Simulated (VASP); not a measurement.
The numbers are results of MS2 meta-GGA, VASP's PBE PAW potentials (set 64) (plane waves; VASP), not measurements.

Input for VASP

INCAR:
```
SYSTEM = GaN
PREC = Accurate
ENCUT = 520
EDIFF = 1E-7
NELM = 100
ALGO = Normal
LREAL = .FALSE.
LASPH = .TRUE.
ISMEAR = 0
SIGMA = 0.05
METAGGA = MS2
LMIXTAU = .TRUE.
LMAXMIX = 4
LWAVE = .FALSE.
LCHARG = .FALSE.
ISIF = 4
IBRION = 2
NSW = 30
EDIFFG = -0.01
```

### POSCAR
```
GaN
1.0
  1.5825992290  -2.7411422355   0.0000000000
  1.5825992290   2.7411422355   0.0000000000
  0.0000000000   0.0000000000   5.1538156853
Ga N
2 2
Cartesian
  1.5825992290  -0.9137159059   2.5784360701
  1.5825992290   0.9137159059   0.0015282275
  1.5825992290  -0.9137159059   4.5183681285
  1.5825992290   0.9137159059   1.9414602859
```

**KPOINTS**
```
kpoints
0
Gamma
 8 8 5
```

POTCAR, in this order: Ga_d N (PBE.64 set). Program: vasp_std.

### Question
Predict the energy per atom (σ→0).

### Answer

```yaml
energy per atom (σ→0): -7.886 eV/atom
```

**OSZICAR**
```
...
DAV:   6    -0.315449106338E+02   -0.22390E-04   -0.28515E-06  1346   0.187E-02    0.419E-04
DAV:   7    -0.315449058671E+02    0.47667E-05   -0.23430E-07  1360   0.514E-03    0.404E-04
DAV:   8    -0.315449082738E+02   -0.24067E-05   -0.28522E-08   750   0.204E-03    0.255E-04
DAV:   9    -0.315449077634E+02    0.51041E-06   -0.10918E-08   696   0.157E-03    0.791E-05
DAV:  10    -0.315449073829E+02    0.38057E-06   -0.45806E-09   672   0.919E-04    0.360E-05
DAV:  11    -0.315449078766E+02   -0.49377E-06   -0.23456E-09   678   0.605E-04    0.393E-05
DAV:  12    -0.315449077801E+02    0.96553E-07   -0.10385E-09   678   0.475E-04
   2 F= -.31544908E+02 E0= -.31544908E+02  d E =-.170327E-04
```

The compound is GaN in the wurtzite structure. This run relaxes it. Symmetry was kept, so distortions that lower it aren't found.
